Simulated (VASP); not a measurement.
Computed with PBEsol GGA, VASP's PBE PAW potentials (set 64) (plane waves; VASP).

The input files of a VASP run:

POSCAR:
```
RbCaH3
1
    4.4684749904     0.0000000000     0.0000000000
    0.0000000000     4.4684749904     0.0000000000
    0.0000000000     0.0000000000     4.4684749904
Rb Ca H
1 1 3
Direct
  0.0000000000   0.0000000000   0.0000000000
  0.5000000000   0.5000000000   0.5000000000
  0.5000000000   0.0000000000   0.5000000000
  0.0000000000   0.5000000000   0.5000000000
  0.5000000000   0.5000000000   0.0000000000
```

**KPOINTS**
```
Automatic mesh
0
Gamma
6 6 6
0 0 0
```

**INCAR**
```
SYSTEM = RbCaH3
PREC = Accurate
ENCUT = 400
EDIFF = 1E-7
NELM = 100
ALGO = Normal
LREAL = .FALSE.
LASPH = .TRUE.
ISMEAR = -5
GGA = PS
LMAXMIX = 4
LWAVE = .FALSE.
LCHARG = .TRUE.
LORBIT = 11
NEDOS = 601
ISIF = 2
LEFG = .TRUE.
```

POTCAR, in this order: Rb_sv Ca_sv H (PBE.64 set). Program: vasp_std.

The resulting files:

OUTCAR:
```
 ion  position               nearest neighbor table
   1  0.000  0.000  0.000-   3 3.16   4 3.16   5 3.16   3 3.16   4 3.16   4 3.16   5 3.16   4 3.16
                             3 3.16   5 3.16   3 3.16   5 3.16   2 3.87   2 3.87   2 3.87   2 3.87
   2  0.500  0.500  0.500-   1 3.87   1 3.87   1 3.87   1 3.87   1 3.87   1 3.87   1 3.87   1 3.87
  LATTYP: Found a simple cubic cell.
 ALAT       =     4.4684749904
 Subroutine PRICEL returns:
 Original cell was already a primitive cell.
 Subroutine GETGRP returns: Found 48 space group operations
The static configuration has the point symmetry O_h .
The dynamic configuration has the point symmetry O_h .
 Subroutine INISYM returns: Found 48 space group operations
 Subroutine IBZKPT returns following result:
 Found     20 irreducible k-points:

 Following reciprocal coordinates:
            Coordinates               Weight
  0.000000  0.000000  0.000000      1.000000
  0.166667  0.000000  0.000000      6.000000
  0.333333  0.000000  0.000000      6.000000
  0.500000  0.000000  0.000000      3.000000
  0.166667  0.166667  0.000000     12.000000
  0.333333  0.166667  0.000000     24.000000
  0.500000  0.166667  0.000000     12.000000
  0.333333  0.333333  0.000000     12.000000
  0.500000  0.333333  0.000000     12.000000
  0.500000  0.500000  0.000000      3.000000
  0.166667  0.166667  0.166667      8.000000
  0.333333  0.166667  0.166667     24.000000
  0.500000  0.166667  0.166667     12.000000
  0.333333  0.333333  0.166667     24.000000
  0.500000  0.333333  0.166667     24.000000
  0.500000  0.500000  0.166667      6.000000
  0.333333  0.333333  0.333333      8.000000
  0.500000  0.333333  0.333333     12.000000
  0.500000  0.500000  0.333333      6.000000
  0.500000  0.500000  0.500000      1.000000
   k-points           NKPTS =     20   k-points in BZ     NKDIM =     20   number of bands    NBANDS=     15
   number of dos      NEDOS =    601   number of ions     NIONS =      5
   total plane-waves  NPLWV =  27000
...
```

**OSZICAR**
```
       N       E                     dE             d eps       ncg     rms          rms(c)
DAV:   1     0.127006664448E+03    0.12701E+03   -0.91682E+03   600   0.108E+03
DAV:   2    -0.856676713337E+01   -0.13557E+03   -0.13456E+03   761   0.279E+02
DAV:   3    -0.162675150732E+02   -0.77007E+01   -0.76941E+01  1143   0.594E+01
DAV:   4    -0.164172366967E+02   -0.14972E+00   -0.14971E+00   824   0.717E+00
DAV:   5    -0.164219801866E+02   -0.47435E-02   -0.47435E-02   991   0.843E-01    0.654E+00
DAV:   6    -0.153203462019E+02    0.11016E+01   -0.12262E+00   628   0.476E+00    0.353E+00
DAV:   7    -0.149725678390E+02    0.34778E+00   -0.14558E+00   705   0.487E+00    0.115E+00
DAV:   8    -0.149807175478E+02   -0.81497E-02   -0.10662E-01   845   0.193E+00    0.235E-01
DAV:   9    -0.149791294661E+02    0.15881E-02   -0.87740E-03   762   0.511E-01    0.663E-02
DAV:  10    -0.149791622360E+02   -0.32770E-04   -0.65409E-04  1034   0.184E-01    0.238E-02
DAV:  11    -0.149791658628E+02   -0.36269E-05   -0.18581E-05   796   0.287E-02    0.170E-02
DAV:  12    -0.149791709876E+02   -0.51248E-05   -0.89890E-06   890   0.289E-02    0.302E-03
DAV:  13    -0.149791708644E+02    0.12320E-06   -0.86053E-07   947   0.636E-03    0.190E-03
DAV:  14    -0.149791705436E+02    0.32083E-06   -0.23292E-07   820   0.441E-03    0.109E-03
DAV:  15    -0.149791706437E+02   -0.10008E-06   -0.92217E-08   622   0.240E-03    0.141E-04
DAV:  16    -0.149791706469E+02   -0.32071E-08   -0.39493E-09   622   0.514E-04
   1 F= -.14979171E+02 E0= -.14979171E+02  d E =0.000000E+00
```

OUTCAR:
```
------------------------ aborting loop because EDIFF is reached ----------------------------------------
  FORCE on cell =-STRESS in cart. coord.  units (eV):
  Direction    XX          YY          ZZ          XY          YZ          ZX
  --------------------------------------------------------------------------------------
  Total       -0.0638844     -0.0638844     -0.0638844      0.0000000      0.0000000     -0.0000000
  in kB       -1.1471694     -1.1471694     -1.1471694      0.0000000      0.0000000     -0.0000000
  external PRESSURE =      -1.1471694 kB  Pullay stress =       0.0000000 kB
  volume of cell :       89.22
      direct lattice vectors                 reciprocal lattice vectors
     4.468474990  0.000000000  0.000000000     0.223789996  0.000000000  0.000000000
     0.000000000  4.468474990  0.000000000     0.000000000  0.223789996  0.000000000
     0.000000000  0.000000000  4.468474990     0.000000000  0.000000000  0.223789996
 POSITION                                       TOTAL-FORCE (eV/Angst)
 -----------------------------------------------------------------------------------
      0.00000      0.00000      0.00000         0.000000      0.000000      0.000000
      2.23424      2.23424      2.23424         0.000000      0.000000      0.000000
      2.23424      0.00000      2.23424         0.000000      0.000000      0.000000
      0.00000      2.23424      2.23424         0.000000      0.000000      0.000000
      2.23424      2.23424      0.00000         0.000000      0.000000      0.000000
 -----------------------------------------------------------------------------------
    total drift:                                0.000000      0.000000      0.000000
  FREE ENERGIE OF THE ION-ELECTRON SYSTEM (eV)
  ---------------------------------------------------
  free  energy   TOTEN  =       -14.9791706469 eV

  energy  without entropy=      -14.9791706469  energy(sigma->0) =      -14.97917065

 total charge

# of ion       s       p       d       tot
------------------------------------------
    1        1.940   5.345   0.029   7.314
    2        2.048   5.866   0.229   8.143
    3        0.521   0.001   0.000   0.522
    4        0.521   0.001   0.000   0.522
    5        0.521   0.001   0.000   0.522
--------------------------------------------------
tot          5.552  11.213   0.258  17.023
```
(Selected blocks of OUTCAR.)

The structure comes from a computed database's RbCaH3 entry (Pm-3m); how it stands against other phases isn't given here. It was relaxed first.
